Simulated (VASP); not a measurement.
PtSe2: stress against strain

PtSe2 (1T layered, P-3m1, 19.936 Å³/atom and stress up to 0.20 GPa in the relaxed cell, c along z) under a strain ε along c (axis z), the other axes held. PBEsol in VASP (plane waves, PAW), 480 eV, 10×10×6 Γ-centred mesh, Methfessel-Paxton smearing 0.10 eV; ions are relaxed, or left where forces stay under 0.02 eV/Å, within the symmetry of each cell. Against the start cell, which lies near the measured one, the relaxed cell differs by -2.3 % in volume and -3.6 % in c; the values below rest on it. Stress is positive for a compressed cell.

Here s stands for strain and y for stress zz.

```csv
strain (%),stress zz (GPa)
-3.00,?
-1.50,0.51
-1.00,0.27
-0.50,0.04
0.00,-0.20
0.50,-0.37
1.00,-0.56
1.50,-0.71
```

Problem. Using a straight line, estimate the missing y at s = -3.00 from the other rows, showing the fit.

Solution. Means: s 0, y -0.146. About the means, the sum of products is -2.8650 and the sum of squares of s is 7.0000; the slope is their ratio. Least squares gives y = -0.146 - 0.4093·s. Residuals (row less fit): 0.042, 0.007, -0.019, -0.054, -0.019, -0.005, 0.050; standard error 0.040 (degrees of freedom: 5). The slope gives the elastic constant C33 = 41 ± 2 GPa (± standard error of the fit, which holds the terms cut off). At the withheld row, y = -0.146 - 0.4093 × (-3.0) = 1.082 GPa. The calculation gives 1.39 GPa, 0.308 GPa above the prediction (14.7 % of the range of y in the table). The row lies outside the fitted rows, so this is an extrapolation. From the scatter of the fitted rows alone, a prediction at this place has a standard error of 0.062 GPa, so the miss is 5.0 times that.

A polynomial of degree 2 through the 12 other runs of the series gives 1.35 there, so most of the miss is curvature that the fit leaves out. This level leaves no gap over 0.05 eV at strain -3.00, -1.50, -1.00, -0.50, 0.00, 0.50, 1.00, 1.50 %. Spin-orbit coupling is left out, which can shift these values for the heavy elements here. For PtSe2: without a dispersion term in the relaxation, distances and binding between the weakly bound layers, chains or molecules are unreliable, and so is what depends on them. Rows are the converged runs of the series near zero and its far end, less any whose ions stayed unrelaxed beside relaxed ones; series whose fitted rows scatter by over a few per cent of the range, as at a crossing or softening among them, aren't shown in this form. Most that stay on the fit to the last digits aren't either.
